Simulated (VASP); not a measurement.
Given:

```
Y
1.0
    1.86150    -3.22421     0.00000
    1.86150     3.22421     0.00000
    0.00000     0.00000     5.84460
Y
2
Cartesian
  1.86150   1.07474   1.46115
  1.86150  -1.07474   4.38345
```

Computed with PBE GGA, VASP's PBE PAW potentials (set 64) (plane waves; VASP 6.6.1). Settings: 400 eV cut-off, 10×10×6 Γ-centred mesh, first-order Methfessel-Paxton smearing of 0.10 eV, potentials Y_sv.

Problem. What does the run give for the energy per atom (σ→0), pressure, band gap (on the k-mesh) with the smallest direct gap where there is one?

Solution. 
The band gap (on the k-mesh) is none (metal, semimetal or under 0.01 eV), the energy per atom (σ→0) is -6.415 eV/atom and the pressure is -26.1 kbar.

Total energies compare only between runs with the same potentials, cut-off and functional.

The compound is Y in the hcp structure. The cell was not relaxed at this level.
